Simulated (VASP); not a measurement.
These are PBE GGA, VASP's PBE PAW potentials (set 64) (plane waves; VASP) values and carry that method's errors.

Input for VASP

### POSCAR
```
La
1
    1.8870294949    -3.2684311890     0.0000000000
    1.8870294949     3.2684311890     0.0000000000
    0.0000000000     0.0000000000    12.0649790851
La
4
Direct
  0.0000000000   0.0000000000   0.5000000000
  0.0000000000   0.0000000000   0.0000000000
  0.3333330000   0.6666670000   0.2500000000
  0.6666670000   0.3333330000   0.7500000000
```

KPOINTS:
```
Automatic mesh
0
Gamma
9 9 3
0 0 0
```

### INCAR
```
SYSTEM = La
PREC = Accurate
ENCUT = 400
EDIFF = 1E-8
NELM = 100
ALGO = Normal
LREAL = .FALSE.
LASPH = .TRUE.
ISMEAR = 1
SIGMA = 0.1
GGA = PE
LMAXMIX = 6
LWAVE = .FALSE.
LCHARG = .FALSE.
IBRION = 1
ISIF = 2
NSW = 30
EDIFFG = -0.001
```

POTCAR, in this order: La (PBE.64 set). Program: vasp_std.

Output

File OSZICAR:
```
       N       E                     dE             d eps       ncg     rms          rms(c)
DAV:   1     0.535268632415E+03    0.53527E+03   -0.12808E+04  1248   0.186E+03
DAV:   2     0.948340065155E+02   -0.44043E+03   -0.43555E+03  1872   0.438E+02
DAV:   3    -0.529281433227E+01   -0.10013E+03   -0.99378E+02  2240   0.259E+02
DAV:   4    -0.174075866396E+02   -0.12115E+02   -0.11958E+02  2304   0.864E+01
DAV:   5    -0.192709935518E+02   -0.18634E+01   -0.17908E+01  2464   0.312E+01    0.486E+00
DAV:   6    -0.194921701192E+02   -0.22118E+00   -0.24995E+00  2448   0.107E+01    0.248E+00
DAV:   7    -0.195204297162E+02   -0.28260E-01   -0.36606E-01  2408   0.407E+00    0.612E-01
DAV:   8    -0.195294592394E+02   -0.90295E-02   -0.55838E-02  2464   0.145E+00    0.216E-01
DAV:   9    -0.195313695626E+02   -0.19103E-02   -0.84923E-03  2448   0.490E-01    0.168E-01
DAV:  10    -0.195330084507E+02   -0.16389E-02   -0.75798E-03  2072   0.547E-01    0.318E-02
DAV:  11    -0.195330033792E+02    0.50715E-05   -0.57546E-04  2344   0.223E-01    0.339E-02
DAV:  12    -0.195330107097E+02   -0.73305E-05   -0.80520E-05  2416   0.543E-02    0.204E-02
DAV:  13    -0.195330155591E+02   -0.48494E-05   -0.28476E-05  2224   0.426E-02    0.303E-03
DAV:  14    -0.195330124075E+02    0.31516E-05    0.27904E-06  2448   0.125E-02    0.179E-03
DAV:  15    -0.195330114459E+02    0.96161E-06    0.35406E-06  2216   0.575E-03    0.912E-04
DAV:  16    -0.195330113171E+02    0.12879E-06    0.27015E-06  1672   0.222E-03    0.126E-04
DAV:  17    -0.195330110492E+02    0.26783E-06    0.18249E-06  1248   0.121E-03    0.148E-04
DAV:  18    -0.195330110163E+02    0.32972E-07    0.95877E-07  1248   0.973E-04    0.346E-05
DAV:  19    -0.195330109660E+02    0.50314E-07    0.53832E-07  1200   0.834E-04    0.296E-05
DAV:  20    -0.195330109302E+02    0.35719E-07    0.28499E-07  1128   0.597E-04    0.757E-06
DAV:  21    -0.195330109150E+02    0.15194E-07    0.14617E-07  1056   0.553E-04    0.153E-05
DAV:  22    -0.195330109049E+02    0.10188E-07    0.82343E-08   960   0.478E-04    0.521E-06
DAV:  23    -0.195330108990E+02    0.58476E-08    0.45203E-08   936   0.429E-04
   1 F= -.19533011E+02 E0= -.19533349E+02  d E =-.195330E+02
```

**OUTCAR**
```
------------------------ aborting loop because EDIFF is reached ----------------------------------------
  FORCE on cell =-STRESS in cart. coord.  units (eV):
  Direction    XX          YY          ZZ          XY          YZ          ZX
  --------------------------------------------------------------------------------------
  Total       -0.0013381     -0.0013381     -0.0028325      0.0000000      0.0000000      0.0000000
  in kB       -0.0144056     -0.0144056     -0.0304934      0.0000000      0.0000000      0.0000000
  external PRESSURE =      -0.0197682 kB  Pullay stress =       0.0000000 kB
  volume of cell :      148.82
      direct lattice vectors                 reciprocal lattice vectors
     1.887029495 -3.268431189  0.000000000     0.264966712 -0.152978592  0.000000000
     1.887029495  3.268431189  0.000000000     0.264966712  0.152978592  0.000000000
     0.000000000  0.000000000 12.064979085     0.000000000  0.000000000  0.082884520
 POSITION                                       TOTAL-FORCE (eV/Angst)
 -----------------------------------------------------------------------------------
      0.00000      0.00000      6.03249        -0.000000      0.000000     -0.000000
      0.00000      0.00000      0.00000        -0.000000      0.000000     -0.000000
      1.88703      1.08948      3.01624        -0.000000     -0.000000      0.000000
      1.88703     -1.08948      9.04873         0.000000      0.000000     -0.000000
 -----------------------------------------------------------------------------------
    total drift:                                0.000000      0.000000      0.000000
  FREE ENERGIE OF THE ION-ELECTRON SYSTEM (eV)
  ---------------------------------------------------
  free  energy   TOTEN  =       -19.5330108990 eV

  energy  without entropy=      -19.5340238499  energy(sigma->0) =      -19.53334855

 reached required accuracy - stopping structural energy minimisation
```
(Selected blocks of OUTCAR.)

The compound is La in the dhcp structure. It was relaxed first. The start is the result of an earlier pass.
